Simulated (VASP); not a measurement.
Output of a VASP run:

**OUTCAR**
```
 ion  position               nearest neighbor table
   1  0.000  0.000  0.000-   2 2.33   2 2.33   2 2.33   2 2.33
   2  0.250  0.250  0.250-   1 2.33   1 2.33   1 2.33   1 2.33
  LATTYP: Found a face centered cubic cell.
 ALAT       =     5.3837593816
 Subroutine PRICEL returns:
 Original cell was already a primitive cell.
 Subroutine GETGRP returns: Found 48 space group operations
The static configuration has the point symmetry T_d .
 The point group associated with its full space group is O_h .
The dynamic configuration has the point symmetry T_d .
 Subroutine INISYM returns: Found 48 space group operations
 Subroutine IBZKPT returns following result:
 Found     29 irreducible k-points:

 Following reciprocal coordinates:
            Coordinates               Weight
  0.000000  0.000000  0.000000      1.000000
  0.125000  0.000000  0.000000      8.000000
  0.250000  0.000000  0.000000      8.000000
  0.375000  0.000000  0.000000      8.000000
  0.500000  0.000000  0.000000      4.000000
  0.125000  0.125000  0.000000      6.000000
  0.250000  0.125000  0.000000     24.000000
  0.375000  0.125000  0.000000     24.000000
  0.500000  0.125000  0.000000     24.000000
 -0.375000  0.125000  0.000000     24.000000
 -0.250000  0.125000  0.000000     24.000000
 -0.125000  0.125000  0.000000     12.000000
  0.250000  0.250000  0.000000      6.000000
  0.375000  0.250000  0.000000     24.000000
  0.500000  0.250000  0.000000     24.000000
 -0.375000  0.250000  0.000000     24.000000
 -0.250000  0.250000  0.000000     12.000000
  0.375000  0.375000  0.000000      6.000000
  0.500000  0.375000  0.000000     24.000000
 -0.375000  0.375000  0.000000     12.000000
  0.500000  0.500000  0.000000      3.000000
  0.375000  0.250000  0.125000     24.000000
  0.500000  0.250000  0.125000     48.000000
 -0.375000  0.250000  0.125000     24.000000
  0.500000  0.375000  0.125000     24.000000
 -0.375000  0.375000  0.125000     48.000000
 -0.250000  0.375000  0.125000     24.000000
 -0.375000  0.500000  0.125000     12.000000
 -0.250000  0.500000  0.250000      6.000000
   k-points           NKPTS =     29   k-points in BZ     NKDIM =     29   number of bands    NBANDS=      8
   number of dos      NEDOS =    301   number of ions     NIONS =      2
   total plane-waves  NPLWV =  21952
   dimension x,y,z NGX =    28 NGY =   28 NGZ =   28
   dimension x,y,z NGXF=    56 NGYF=   56 NGZF=   56
   ions per type =               2
   PREC   = accura    normal or accurate (medium, high low for compatibility)
   ISTART =      0    job   : 0-new  1-cont  2-samecut
   ICHARG =      2    charge: 1-file 2-atom 10-const
   ISPIN  =      1    spin polarized calculation?
   LNONCOLLINEAR =      F non collinear calculations
   LSORBIT =      F    spin-orbit coupling
   INIWAV =      1    electr: 0-lowe 1-rand  2-diag
   ENCUT  =  520.0 eV  38.22 Ry    6.18 a.u.   7.08  7.08  7.08*2*pi/ulx,y,z
   NELM   =    100;   NELMIN=  2; NELMDL= -5     # of ELM steps
   EDIFF  = 0.1E-06   stopping-criterion for ELM
   LREAL  =      F    real-space projection
   NLSPLINE    = F    spline interpolate recip. space projectors
   LMAXMIX     =    2 max onsite mixed and CHGCAR
   VOSKOWN=      0    Vosko Wilk Nusair interpolation
   EDIFFG = 0.1E-05   stopping-criterion for IOM
   NSW    =      0    number of steps for IOM
   NBLOCK =      1;   KBLOCK =      1    inner block; outer block
   IBRION =     -1    ionic relax: 0-MD 1-quasi-New 2-CG
   NFREE  =      0    steps in history (QN), initial steepest desc. (CG)
   ISIF   =      2    stress and relaxation
   ISYM   =      2    0-nonsym 1-usesym 2-fastsym
   TEIN   =    0.0    initial temperature
   TEBEG  =    0.0;   TEEND  =   0.0 temperature during run
   SMASS  =  -3.00    Nose mass-parameter (am)
   PSTRESS=    0.0 pullay stress
   NELECT =       8.0000    total number of electrons
   EFERMI =   0.00;   METHOD = LEGACY
   ISMEAR =     0;   SIGMA  =   0.05  broadening in eV -4-tet -1-fermi 0-gaus
...
```

OSZICAR:
```
       N       E                     dE             d eps       ncg     rms          rms(c)
DAV:   1     0.310560147247E+02    0.31056E+02   -0.62493E+03   592   0.121E+04
DAV:   2    -0.129809054397E+02   -0.44037E+02   -0.43324E+02   528   0.161E+02
DAV:   3    -0.179379998560E+03   -0.16640E+03   -0.16583E+03   888   0.725E+01
DAV:   4    -0.349041920776E+03   -0.16966E+03   -0.16945E+03   616   0.218E+02
DAV:   5    -0.361850244798E+03   -0.12808E+02   -0.12808E+02   840   0.156E+02    0.807E+00
DAV:   6    -0.134714965133E+02    0.34838E+03   -0.56999E+03   464   0.979E+01    0.485E+00
DAV:   7    -0.131382554997E+02    0.33324E+00   -0.90077E-02   752   0.252E+00    0.357E+00
DAV:   8    -0.134618826481E+02   -0.32363E+00   -0.45592E-01   536   0.482E+00    0.945E-01
DAV:   9    -0.131520894026E+02    0.30979E+00   -0.73189E-02   576   0.318E+00    0.376E-01
DAV:  10    -0.881616990447E+05   -0.88149E+05   -0.93260E+05   616   0.103E+06    0.107E+02
DAV:  11    -0.129620417860E+02    0.88149E+05   -0.22084E+03   640   0.185E+02    0.390E-01
DAV:  12    -0.132028232761E+02   -0.24078E+00   -0.10145E-01   632   0.357E+00    0.173E-01
DAV:  13    -0.133350134700E+02   -0.13219E+00   -0.45352E-02   600   0.225E+00    0.222E-01
DAV:  14    -0.133520120073E+02   -0.16999E-01   -0.98926E-03   624   0.458E-01    0.269E-01
DAV:  15    -0.302602929184E+05   -0.30247E+05   -0.31689E+05   632   0.298E+05    0.992E+01
DAV:  16    -0.156429124492E+02    0.30245E+05   -0.22950E+03   520   0.189E+02    0.106E+00
DAV:  17    -0.144690185446E+02    0.11739E+01   -0.29746E-01   568   0.514E+00    0.116E+00
DAV:  18    -0.131927752366E+02    0.12762E+01   -0.94756E-01   584   0.750E+00    0.130E+00
DAV:  19    -0.133050049958E+02   -0.11223E+00   -0.45940E-02   560   0.274E+00    0.100E+00
DAV:  20    -0.133452639865E+02   -0.40259E-01   -0.80006E-03   512   0.926E-01    0.498E-01
DAV:  21    -0.133819593619E+02   -0.36695E-01   -0.51065E-03   528   0.778E-01    0.391E-01
DAV:  22    -0.133914872571E+02   -0.95279E-02   -0.39394E-03   536   0.549E-01    0.151E-01
DAV:  23    -0.134101643120E+02   -0.18677E-01   -0.62965E-03   488   0.842E-01    0.121E-01
DAV:  24    -0.134151877066E+02   -0.50234E-02   -0.32516E-03   536   0.380E-01    0.936E-02
DAV:  25    -0.134159854232E+02   -0.79772E-03   -0.11671E-03   552   0.218E-01    0.546E-02
DAV:  26    -0.134159393267E+02    0.46097E-04   -0.10814E-04   680   0.735E-02    0.387E-02
DAV:  27    -0.134159546805E+02   -0.15354E-04   -0.21810E-05   496   0.670E-02    0.228E-02
DAV:  28    -0.134159772865E+02   -0.22606E-04   -0.41645E-05   504   0.672E-02    0.128E-02
DAV:  29    -0.134159852191E+02   -0.79325E-05   -0.28507E-06   648   0.231E-02    0.118E-02
DAV:  30    -0.134159873105E+02   -0.20914E-05   -0.12559E-06   504   0.151E-02    0.119E-02
DAV:  31    -0.134159890350E+02   -0.17245E-05   -0.24096E-06   536   0.196E-02    0.139E-02
DAV:  32    -0.134159886302E+02    0.40476E-06   -0.65349E-08   432   0.319E-03    0.141E-02
DAV:  33    -0.134159898434E+02   -0.12132E-05   -0.13121E-07   552   0.290E-03    0.144E-02
DAV:  34    -0.134159907677E+02   -0.92435E-06   -0.99370E-08   496   0.257E-03    0.146E-02
DAV:  35    -0.134159909568E+02   -0.18907E-06   -0.13990E-08   264   0.107E-03    0.148E-02
DAV:  36    -0.134159912625E+02   -0.30575E-06   -0.26199E-08   280   0.148E-03    0.151E-02
DAV:  37    -0.134159912657E+02   -0.31496E-08   -0.24460E-08   280   0.106E-03
   1 F= -.13415991E+02 E0= -.13415991E+02  d E =-.498413E-15
```

OUTCAR:
```
------------------------ aborting loop because EDIFF is reached ----------------------------------------
  FORCE on cell =-STRESS in cart. coord.  units (eV):
  Direction    XX          YY          ZZ          XY          YZ          ZX
  --------------------------------------------------------------------------------------
  Total        0.7434002      0.7434002      0.7434002     -0.0000000      0.0000000      0.0000000
  in kB       30.5306704     30.5306704     30.5306704     -0.0000000      0.0000000      0.0000000
  external PRESSURE =      30.5306704 kB  Pullay stress =       0.0000000 kB
  volume of cell :       39.01
      direct lattice vectors                 reciprocal lattice vectors
     0.000000000  2.691879691  2.691879691    -0.185743814  0.185743814  0.185743814
     2.691879691  0.000000000  2.691879691     0.185743814 -0.185743814  0.185743814
     2.691879691  2.691879691  0.000000000     0.185743814  0.185743814 -0.185743814
 POSITION                                       TOTAL-FORCE (eV/Angst)
 -----------------------------------------------------------------------------------
      0.00000      0.00000      0.00000        -0.000000     -0.000000     -0.000000
      1.34594      1.34594      1.34594         0.000000      0.000000      0.000000
 -----------------------------------------------------------------------------------
    total drift:                                0.000000      0.000000      0.000000
  FREE ENERGIE OF THE ION-ELECTRON SYSTEM (eV)
  ---------------------------------------------------
  free  energy   TOTEN  =       -13.4159912657 eV

  energy  without entropy=      -13.4159912657  energy(sigma->0) =      -13.41599127
```
(Selected blocks of OUTCAR.)

POSCAR:
```
Si
1
    0.0000000000     2.6918796908     2.6918796908
    2.6918796908     0.0000000000     2.6918796908
    2.6918796908     2.6918796908     0.0000000000
Si
2
Direct
  0.0000000000   0.0000000000   0.0000000000
  0.2500000000   0.2500000000   0.2500000000
```

Task: Reconstruct the remaining input files.

Result: One answer among several that fit: the input of the run itself, revTPSS meta-GGA, plane waves, VASP's PBE PAW potentials (set 64).

**INCAR**
```
! general
SYSTEM   =  Si
PREC     =  Accurate
ENCUT    =  520
LREAL    =  .FALSE.
LASPH    =  .TRUE.

! electronic loop
EDIFF    =  1E-7
NELM     =  100
ALGO     =  Normal
LMIXTAU  =  .TRUE.

! smearing
ISMEAR   =  0
SIGMA    =  0.05

! functional
METAGGA  =  RTPSS

! ions
ISIF     =  2

! output
LWAVE    =  .FALSE.
LCHARG   =  .FALSE.
```

**KPOINTS**
```
Automatic mesh
0
G
  8 8 8
0 0 0
```

POTCAR, in this order: Si (PBE.64 set). Program: vasp_std.

The compound is Si in the diamond structure. This cell is one point of a volume scan, at 0.97 of the reference volume.
